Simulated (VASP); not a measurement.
Input:

```
CELL_PARAMETERS angstrom
      0.00000     3.19708     3.19708
      3.19708     0.00000     3.19708
      3.19708     3.19708     0.00000
ATOMIC_POSITIONS crystal
  Ba 0.00000 0.00000 0.00000
  S  0.50000 0.50000 0.50000
```

These are PBEsol GGA, VASP's PBE PAW potentials (set 64) (plane waves; VASP) values and carry that method's errors. Settings: 480 eV cut-off, 8×8×8 Γ-centred mesh, Gaussian smearing of 0.050 eV, potentials Ba_sv S.

Task: Estimate the energy per atom (σ→0).

Result: 
```json
{
  "energy per atom (σ→0)": "-5.359 eV/atom"
}
```

Only differences to runs with the same potentials and settings are physical.

The compound is BaS in the rock salt structure. This cell was strained or had an atom moved on purpose.
